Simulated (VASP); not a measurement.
# GaGe (F-43m) in VASP: further runs, part 2 of 8

VASP 6.6.1. The steps go on from the part before.

**9. Equation of state, r2SCAN, 25.06 Å³/atom**

Contents of INCAR:

```
PREC     = Accurate       # precision mode
ENCUT    = 400            # plane-wave cutoff, eV
EDIFF    = 1E-6           # SCF threshold, eV
ISMEAR   = -1             # smearing method
SIGMA    = 0.1            # smearing width, eV
LREAL    = F              # projectors in reciprocal space
LASPH    = T              # aspherical terms in the spheres
NELM     = 100            # most SCF steps
ALGO     = Normal         # electronic algorithm
ISIF     = 2              # what is computed and relaxed
LWAVE    = F              # write WAVECAR
LCHARG   = F              # write CHGCAR
METAGGA  = R2SCAN         # meta-GGA
LMIXTAU  = T            
ADDGRID  = F
```

Contents of KPOINTS:

```
regular mesh
0
Gamma
  3 3 3
```

Contents of POSCAR:

```
GaGe
1.0
    0.0000000000      2.9265373908      2.9265373908
    2.9265373908      0.0000000000      2.9265373908
    2.9265373908      2.9265373908      0.0000000000
Ge Ga
1 1
Direct
    0.0000000000      0.0000000000      0.0000000000
    0.2500000000      0.2500000000      0.2500000000
```

Potentials or basis: VASP PAW PBE potentials, release 64 (Ge, Ga).

Command:

```console
$ cat potpaw_PBE.64/Ge/POTCAR potpaw_PBE.64/Ga/POTCAR > POTCAR
$ mpirun -np 1 vasp_std > vasp.out
```

It took 13 s on 1 thread of Intel Xeon Platinum 8488C (Sapphire Rapids), shared host; peak memory 0.15 GiB.

The run converged, but some of its settings lie outside the range that counts as converged, so its numbers aren't taken as properties of the crystal.

Results:

```
Free energy            : -24.6304 eV
Pressure               : -3.7 GPa
Band gap on the k mesh : none (metal or under the smearing width)
```

Caveat: the k mesh is coarse (spacing up to 0.62 Å⁻¹), so the values aren't converged; the PAW data sets were made with another functional, which shifts forces and pressure a little.

**10. Equation of state, r2SCAN, 23.60 Å³/atom**

Edit INCAR of step 9 so:

```diff
@@ -1,3 +1,3 @@
 PREC     = Accurate       # precision mode
-ENCUT    = 400            # plane-wave cutoff, eV
+ENCUT    = 450            # plane-wave cutoff, eV
 EDIFF    = 1E-6           # SCF threshold, eV
```

KPOINTS is that of step 9.

Contents of POSCAR:

```
GaGe
1.0
    0.0000000000      2.8685708471      2.8685708471
    2.8685708471      0.0000000000      2.8685708471
    2.8685708471      2.8685708471      0.0000000000
Ge Ga
1 1
Direct
    0.0000000000      0.0000000000      0.0000000000
    0.2500000000      0.2500000000      0.2500000000
```

Command:

```console
$ cat potpaw_PBE.64/Ge/POTCAR potpaw_PBE.64/Ga/POTCAR > POTCAR
$ mpirun -np 1 vasp_std > vasp.out
```

It took 14 s on 1 thread of Intel Xeon Platinum 8488C (Sapphire Rapids), shared host; peak memory 0.15 GiB.

The run converged, but some of its settings lie outside the range that counts as converged, so its numbers aren't taken as properties of the crystal.

Results:

| Property | Result |
| --- | --- |
| Free energy | -24.6717 eV |
| Pressure | -0.6 GPa |
| Band gap on the k mesh | none (metal or under the smearing width) |

Caveat: the k mesh is coarse (spacing up to 0.63 Å⁻¹), so the values aren't converged; the PAW data sets were made with another functional, which shifts forces and pressure a little.

**11. Equation of state, r2SCAN, 25.06 Å³/atom**

INCAR is that of step 10.

KPOINTS is that of step 10.

Contents of POSCAR:

```
GaGe
1.0
    0.0000000000      2.9265373908      2.9265373908
    2.9265373908      0.0000000000      2.9265373908
    2.9265373908      2.9265373908      0.0000000000
Ge Ga
1 1
Direct
    0.0000000000      0.0000000000      0.0000000000
    0.2500000000      0.2500000000      0.2500000000
```

Command:

```console
$ cat potpaw_PBE.64/Ge/POTCAR potpaw_PBE.64/Ga/POTCAR > POTCAR
$ mpirun -np 1 vasp_std > vasp.out
```

It took 16 s on 1 thread of Intel Xeon Platinum 8488C (Sapphire Rapids), shared host; peak memory 0.16 GiB.

The run converged, but some of its settings lie outside the range that counts as converged, so its numbers aren't taken as properties of the crystal.

Results:

```yaml
Free_energy: -24.6306 eV
Pressure: -3.7 GPa
Band_gap_on_the_k_mesh: none (metal or under the smearing width)
```

Caveat: the k mesh is coarse (spacing up to 0.62 Å⁻¹), so the values aren't converged; the PAW data sets were made with another functional, which shifts forces and pressure a little.

**12. Equation of state, r2SCAN, 23.60 Å³/atom**

Edit INCAR of step 11 so:

```diff
@@ -1,3 +1,3 @@
 PREC     = Accurate       # precision mode
-ENCUT    = 450            # plane-wave cutoff, eV
+ENCUT    = 300            # plane-wave cutoff, eV
 EDIFF    = 1E-6           # SCF threshold, eV
```

Contents of KPOINTS:

```
regular mesh
0
Gamma
  4 4 4
```

Contents of POSCAR:

```
GaGe
1.0
    0.0000000000      2.8685708471      2.8685708471
    2.8685708471      0.0000000000      2.8685708471
    2.8685708471      2.8685708471      0.0000000000
Ge Ga
1 1
Direct
    0.0000000000      0.0000000000      0.0000000000
    0.2500000000      0.2500000000      0.2500000000
```

Potentials or basis: VASP PAW PBE potentials, release 64 (Ge, Ga).

Command:

```console
$ cat potpaw_PBE.64/Ge/POTCAR potpaw_PBE.64/Ga/POTCAR > POTCAR
$ mpirun -np 1 vasp_std > vasp.out
```

It took 12 s on 1 thread of Intel Xeon Platinum 8488C (Sapphire Rapids), shared host; peak memory 0.13 GiB.

The run converged, but some of its settings lie outside the range that counts as converged, so its numbers aren't taken as properties of the crystal.

What came out:

| Property | Result |
| --- | --- |
| Free energy | -24.9785 eV |
| Pressure | -1.0 GPa |
| Band gap on the k mesh | none (metal or under the smearing width) |

Caveat: the k mesh is coarse (spacing up to 0.47 Å⁻¹), so the values aren't converged; the PAW data sets were made with another functional, which shifts forces and pressure a little.

**13. Equation of state, r2SCAN, 25.06 Å³/atom**

INCAR is that of step 12.

KPOINTS is that of step 12.

Contents of POSCAR:

```
GaGe
1.0
    0.0000000000      2.9265373908      2.9265373908
    2.9265373908      0.0000000000      2.9265373908
    2.9265373908      2.9265373908      0.0000000000
Ge Ga
1 1
Direct
    0.0000000000      0.0000000000      0.0000000000
    0.2500000000      0.2500000000      0.2500000000
```

Command:

```console
$ cat potpaw_PBE.64/Ge/POTCAR potpaw_PBE.64/Ga/POTCAR > POTCAR
$ mpirun -np 1 vasp_std > vasp.out
```

It took 13 s on 1 thread of Intel Xeon Platinum 8488C (Sapphire Rapids), shared host; peak memory 0.13 GiB.

These settings aren't checked as converged: the numbers below hold their error.

Results:

* Free energy: -24.9319 eV
* Pressure: -4.0 GPa
* Band gap on the k mesh: none (metal or under the smearing width)

Caveat: the k mesh is coarse (spacing up to 0.46 Å⁻¹), so the values aren't converged; the PAW data sets were made with another functional, which shifts forces and pressure a little.

**14. Equation of state, r2SCAN, 23.60 Å³/atom**

Edit INCAR of step 13 so:

```diff
@@ -1,3 +1,3 @@
 PREC     = Accurate       # precision mode
-ENCUT    = 300            # plane-wave cutoff, eV
+ENCUT    = 550            # plane-wave cutoff, eV
 EDIFF    = 1E-6           # SCF threshold, eV
```

Contents of KPOINTS:

```
regular mesh
0
Gamma
  3 3 3
```

Contents of POSCAR:

```
GaGe
1.0
    0.0000000000      2.8685708471      2.8685708471
    2.8685708471      0.0000000000      2.8685708471
    2.8685708471      2.8685708471      0.0000000000
Ge Ga
1 1
Direct
    0.0000000000      0.0000000000      0.0000000000
    0.2500000000      0.2500000000      0.2500000000
```

Command:

```console
$ cat potpaw_PBE.64/Ge/POTCAR potpaw_PBE.64/Ga/POTCAR > POTCAR
$ mpirun -np 1 vasp_std > vasp.out
```

Wall time 15 s (1 thread of Intel Xeon Platinum 8488C (Sapphire Rapids), shared host); peak memory 0.18 GiB.

These settings aren't checked as converged: the numbers below hold their error.

What came out:

| Property | Result |
| --- | --- |
| Free energy | -24.6721 eV |
| Pressure | -0.6 GPa |
| Band gap on the k mesh | none (metal or under the smearing width) |

Caveat: the k mesh is coarse (spacing up to 0.63 Å⁻¹), so the values aren't converged; the PAW data sets were made with another functional, which shifts forces and pressure a little.

**15. Equation of state, r2SCAN, 25.06 Å³/atom**

INCAR is that of step 14.

KPOINTS is that of step 14.

Contents of POSCAR:

```
GaGe
1.0
    0.0000000000      2.9265373908      2.9265373908
    2.9265373908      0.0000000000      2.9265373908
    2.9265373908      2.9265373908      0.0000000000
Ge Ga
1 1
Direct
    0.0000000000      0.0000000000      0.0000000000
    0.2500000000      0.2500000000      0.2500000000
```

Potentials or basis: VASP PAW PBE potentials, release 64 (Ge, Ga).

Command:

```console
$ cat potpaw_PBE.64/Ge/POTCAR potpaw_PBE.64/Ga/POTCAR > POTCAR
$ mpirun -np 1 vasp_std > vasp.out
```

Wall time 14 s (1 thread of Intel Xeon Platinum 8488C (Sapphire Rapids), shared host); peak memory 0.18 GiB.

The run converged, but some of its settings lie outside the range that counts as converged, so its numbers aren't taken as properties of the crystal.

What came out:

| Item | Value |
| --- | --- |
| Free energy | -24.6311 eV |
| Pressure | -3.7 GPa |
| Band gap on the k mesh | none (metal or under the smearing width) |

Caveat: the k mesh is coarse (spacing up to 0.62 Å⁻¹), so the values aren't converged; the PAW data sets were made with another functional, which shifts forces and pressure a little.

**16. Equation of state, r2SCAN, 23.60 Å³/atom**

Edit INCAR of step 15 so:

```diff
@@ -1,3 +1,3 @@
 PREC     = Accurate       # precision mode
-ENCUT    = 550            # plane-wave cutoff, eV
+ENCUT    = 350            # plane-wave cutoff, eV
 EDIFF    = 1E-6           # SCF threshold, eV
```

Contents of KPOINTS:

```
regular mesh
0
Gamma
  4 4 4
```

Contents of POSCAR:

```
GaGe
1.0
    0.0000000000      2.8685708471      2.8685708471
    2.8685708471      0.0000000000      2.8685708471
    2.8685708471      2.8685708471      0.0000000000
Ge Ga
1 1
Direct
    0.0000000000      0.0000000000      0.0000000000
    0.2500000000      0.2500000000      0.2500000000
```

Command:

```console
$ cat potpaw_PBE.64/Ge/POTCAR potpaw_PBE.64/Ga/POTCAR > POTCAR
$ mpirun -np 1 vasp_std > vasp.out
```

It took 16 s on 1 thread of Intel Xeon Platinum 8488C (Sapphire Rapids), shared host; peak memory 0.15 GiB.

These settings aren't checked as converged: the numbers below hold their error.

What came out:

```yaml
Free_energy: -24.9797 eV
Pressure: -1.0 GPa
Band_gap_on_the_k_mesh: none (metal or under the smearing width)
```

Caveat: the k mesh is coarse (spacing up to 0.47 Å⁻¹), so the values aren't converged; the PAW data sets were made with another functional, which shifts forces and pressure a little.

**17. Equation of state, r2SCAN, 25.06 Å³/atom**

INCAR is that of step 16.

KPOINTS is that of step 16.

Contents of POSCAR:

```
GaGe
1.0
    0.0000000000      2.9265373908      2.9265373908
    2.9265373908      0.0000000000      2.9265373908
    2.9265373908      2.9265373908      0.0000000000
Ge Ga
1 1
Direct
    0.0000000000      0.0000000000      0.0000000000
    0.2500000000      0.2500000000      0.2500000000
```

Command:

```console
$ cat potpaw_PBE.64/Ge/POTCAR potpaw_PBE.64/Ga/POTCAR > POTCAR
$ mpirun -np 1 vasp_std > vasp.out
```

Wall time 16 s (1 thread of Intel Xeon Platinum 8488C (Sapphire Rapids), shared host); peak memory 0.15 GiB.

The run converged, but some of its settings lie outside the range that counts as converged, so its numbers aren't taken as properties of the crystal.

What came out:

```
Free energy            : -24.9331 eV
Pressure               : -4.0 GPa
Band gap on the k mesh : none (metal or under the smearing width)
```

Caveat: the k mesh is coarse (spacing up to 0.46 Å⁻¹), so the values aren't converged; the PAW data sets were made with another functional, which shifts forces and pressure a little.

**18. Equation of state, r2SCAN, 23.60 Å³/atom**

Edit INCAR of step 17 so:

```diff
@@ -1,3 +1,3 @@
 PREC     = Accurate       # precision mode
-ENCUT    = 350            # plane-wave cutoff, eV
+ENCUT    = 700            # plane-wave cutoff, eV
 EDIFF    = 1E-6           # SCF threshold, eV
```

Contents of KPOINTS:

```
regular mesh
0
Gamma
  3 3 3
```

Contents of POSCAR:

```
GaGe
1.0
    0.0000000000      2.8685708471      2.8685708471
    2.8685708471      0.0000000000      2.8685708471
    2.8685708471      2.8685708471      0.0000000000
Ge Ga
1 1
Direct
    0.0000000000      0.0000000000      0.0000000000
    0.2500000000      0.2500000000      0.2500000000
```

Potentials or basis: VASP PAW PBE potentials, release 64 (Ge, Ga).

Command:

```console
$ cat potpaw_PBE.64/Ge/POTCAR potpaw_PBE.64/Ga/POTCAR > POTCAR
$ mpirun -np 1 vasp_std > vasp.out
```

It took 18 s on 1 thread of Intel Xeon Platinum 8488C (Sapphire Rapids), shared host; peak memory 0.21 GiB.

These settings aren't checked as converged: the numbers below hold their error.

Results:

* Free energy: -24.6727 eV
* Pressure: -0.6 GPa
* Band gap on the k mesh: none (metal or under the smearing width)

Caveat: the k mesh is coarse (spacing up to 0.63 Å⁻¹), so the values aren't converged; the PAW data sets were made with another functional, which shifts forces and pressure a little.

**19. Equation of state, r2SCAN, 25.06 Å³/atom**

INCAR is that of step 18.

KPOINTS is that of step 18.

Contents of POSCAR:

```
GaGe
1.0
    0.0000000000      2.9265373908      2.9265373908
    2.9265373908      0.0000000000      2.9265373908
    2.9265373908      2.9265373908      0.0000000000
Ge Ga
1 1
Direct
    0.0000000000      0.0000000000      0.0000000000
    0.2500000000      0.2500000000      0.2500000000
```

Command:

```console
$ cat potpaw_PBE.64/Ge/POTCAR potpaw_PBE.64/Ga/POTCAR > POTCAR
$ mpirun -np 1 vasp_std > vasp.out
```

Wall time 18 s (1 thread of Intel Xeon Platinum 8488C (Sapphire Rapids), shared host); peak memory 0.21 GiB.

These settings aren't checked as converged: the numbers below hold their error.

What came out:

* Free energy: -24.6317 eV
* Pressure: -3.7 GPa
* Band gap on the k mesh: none (metal or under the smearing width)

Caveat: the k mesh is coarse (spacing up to 0.62 Å⁻¹), so the values aren't converged; the PAW data sets were made with another functional, which shifts forces and pressure a little.

**20. Equation of state, r2SCAN, 23.60 Å³/atom**

Edit INCAR of step 19 so:

```diff
@@ -1,3 +1,3 @@
 PREC     = Accurate       # precision mode
-ENCUT    = 700            # plane-wave cutoff, eV
+ENCUT    = 400            # plane-wave cutoff, eV
 EDIFF    = 1E-6           # SCF threshold, eV
```

Contents of KPOINTS:

```
regular mesh
0
Gamma
  4 4 4
```

Contents of POSCAR:

```
GaGe
1.0
    0.0000000000      2.8685708471      2.8685708471
    2.8685708471      0.0000000000      2.8685708471
    2.8685708471      2.8685708471      0.0000000000
Ge Ga
1 1
Direct
    0.0000000000      0.0000000000      0.0000000000
    0.2500000000      0.2500000000      0.2500000000
```

Command:

```console
$ cat potpaw_PBE.64/Ge/POTCAR potpaw_PBE.64/Ga/POTCAR > POTCAR
$ mpirun -np 1 vasp_std > vasp.out
```

Wall time 16 s (1 thread of Intel Xeon Platinum 8488C (Sapphire Rapids), shared host); peak memory 0.15 GiB.

These settings aren't checked as converged: the numbers below hold their error.

What came out:

| Item | Value |
| --- | --- |
| Free energy | -24.9802 eV |
| Pressure | -1.0 GPa |
| Band gap on the k mesh | none (metal or under the smearing width) |

Caveat: the k mesh is coarse (spacing up to 0.47 Å⁻¹), so the values aren't converged; the PAW data sets were made with another functional, which shifts forces and pressure a little.

**21. Equation of state, r2SCAN, 25.06 Å³/atom**

INCAR is that of step 20.

KPOINTS is that of step 20.

Contents of POSCAR:

```
GaGe
1.0
    0.0000000000      2.9265373908      2.9265373908
    2.9265373908      0.0000000000      2.9265373908
    2.9265373908      2.9265373908      0.0000000000
Ge Ga
1 1
Direct
    0.0000000000      0.0000000000      0.0000000000
    0.2500000000      0.2500000000      0.2500000000
```

Potentials or basis: VASP PAW PBE potentials, release 64 (Ge, Ga).

Command:

```console
$ cat potpaw_PBE.64/Ge/POTCAR potpaw_PBE.64/Ga/POTCAR > POTCAR
$ mpirun -np 1 vasp_std > vasp.out
```

Wall time 16 s (1 thread of Intel Xeon Platinum 8488C (Sapphire Rapids), shared host); peak memory 0.15 GiB.

These settings aren't checked as converged: the numbers below hold their error.

Results:

| Item | Value |
| --- | --- |
| Free energy | -24.9336 eV |
| Pressure | -4.0 GPa |
| Band gap on the k mesh | none (metal or under the smearing width) |

Caveat: the k mesh is coarse (spacing up to 0.46 Å⁻¹), so the values aren't converged; the PAW data sets were made with another functional, which shifts forces and pressure a little.

**22. Equation of state, r2SCAN, 23.60 Å³/atom**

Edit INCAR of step 21 so:

```diff
@@ -1,3 +1,3 @@
 PREC     = Accurate       # precision mode
-ENCUT    = 400            # plane-wave cutoff, eV
+ENCUT    = 450            # plane-wave cutoff, eV
 EDIFF    = 1E-6           # SCF threshold, eV
```

KPOINTS is that of step 21.

Contents of POSCAR:

```
GaGe
1.0
    0.0000000000      2.8685708471      2.8685708471
    2.8685708471      0.0000000000      2.8685708471
    2.8685708471      2.8685708471      0.0000000000
Ge Ga
1 1
Direct
    0.0000000000      0.0000000000      0.0000000000
    0.2500000000      0.2500000000      0.2500000000
```

Command:

```console
$ cat potpaw_PBE.64/Ge/POTCAR potpaw_PBE.64/Ga/POTCAR > POTCAR
$ mpirun -np 1 vasp_std > vasp.out
```

Run time: 16 s. Hardware: 1 thread of Intel Xeon Platinum 8488C (Sapphire Rapids), shared host; peak memory 0.15 GiB.

These settings aren't checked as converged: the numbers below hold their error.

What came out:

```
Free energy            : -24.9804 eV
Pressure               : -1.0 GPa
Band gap on the k mesh : none (metal or under the smearing width)
```

Caveat: the k mesh is coarse (spacing up to 0.47 Å⁻¹), so the values aren't converged; the PAW data sets were made with another functional, which shifts forces and pressure a little.

**23. Equation of state, r2SCAN, 25.06 Å³/atom**

INCAR is that of step 22.

KPOINTS is that of step 22.

Contents of POSCAR:

```
GaGe
1.0
    0.0000000000      2.9265373908      2.9265373908
    2.9265373908      0.0000000000      2.9265373908
    2.9265373908      2.9265373908      0.0000000000
Ge Ga
1 1
Direct
    0.0000000000      0.0000000000      0.0000000000
    0.2500000000      0.2500000000      0.2500000000
```

Command:

```console
$ cat potpaw_PBE.64/Ge/POTCAR potpaw_PBE.64/Ga/POTCAR > POTCAR
$ mpirun -np 1 vasp_std > vasp.out
```

Wall time 18 s (1 thread of Intel Xeon Platinum 8488C (Sapphire Rapids), shared host); peak memory 0.16 GiB.

These settings aren't checked as converged: the numbers below hold their error.

What came out:

| Property | Result |
| --- | --- |
| Free energy | -24.9338 eV |
| Pressure | -4.0 GPa |
| Band gap on the k mesh | none (metal or under the smearing width) |

Caveat: the k mesh is coarse (spacing up to 0.46 Å⁻¹), so the values aren't converged; the PAW data sets were made with another functional, which shifts forces and pressure a little.

**24. Equation of state, r2SCAN, 23.60 Å³/atom**

Edit INCAR of step 23 so:

```diff
@@ -1,3 +1,3 @@
 PREC     = Accurate       # precision mode
-ENCUT    = 450            # plane-wave cutoff, eV
+ENCUT    = 300            # plane-wave cutoff, eV
 EDIFF    = 1E-6           # SCF threshold, eV
```

Contents of KPOINTS:

```
regular mesh
0
Gamma
  5 5 5
```

Contents of POSCAR:

```
GaGe
1.0
    0.0000000000      2.8685708471      2.8685708471
    2.8685708471      0.0000000000      2.8685708471
    2.8685708471      2.8685708471      0.0000000000
Ge Ga
1 1
Direct
    0.0000000000      0.0000000000      0.0000000000
    0.2500000000      0.2500000000      0.2500000000
```

Potentials or basis: VASP PAW PBE potentials, release 64 (Ge, Ga).

Command:

```console
$ cat potpaw_PBE.64/Ge/POTCAR potpaw_PBE.64/Ga/POTCAR > POTCAR
$ mpirun -np 1 vasp_std > vasp.out
```

Wall time 12 s (1 thread of Intel Xeon Platinum 8488C (Sapphire Rapids), shared host); peak memory 0.13 GiB.

These settings aren't checked as converged: the numbers below hold their error.

What came out:

- Free energy: -25.0127 eV
- Pressure: -0.8 GPa
- Band gap on the k mesh: none (metal or under the smearing width)

Caveat: the k mesh is coarse (spacing up to 0.38 Å⁻¹), so the values aren't converged; the PAW data sets were made with another functional, which shifts forces and pressure a little.

**25. Equation of state, r2SCAN, 25.06 Å³/atom**

INCAR is that of step 24.

KPOINTS is that of step 24.

Contents of POSCAR:

```
GaGe
1.0
    0.0000000000      2.9265373908      2.9265373908
    2.9265373908      0.0000000000      2.9265373908
    2.9265373908      2.9265373908      0.0000000000
Ge Ga
1 1
Direct
    0.0000000000      0.0000000000      0.0000000000
    0.2500000000      0.2500000000      0.2500000000
```

Command:

```console
$ cat potpaw_PBE.64/Ge/POTCAR potpaw_PBE.64/Ga/POTCAR > POTCAR
$ mpirun -np 1 vasp_std > vasp.out
```

Run time: 12 s. Hardware: 1 thread of Intel Xeon Platinum 8488C (Sapphire Rapids), shared host; peak memory 0.13 GiB.

The run converged, but some of its settings lie outside the range that counts as converged, so its numbers aren't taken as properties of the crystal.

What came out:

| Item | Value |
| --- | --- |
| Free energy | -24.9704 eV |
| Pressure | -3.7 GPa |
| Band gap on the k mesh | none (metal or under the smearing width) |

Caveat: the k mesh is coarse (spacing up to 0.37 Å⁻¹), so the values aren't converged; the PAW data sets were made with another functional, which shifts forces and pressure a little.

(Part 2 of 8 ends here.)
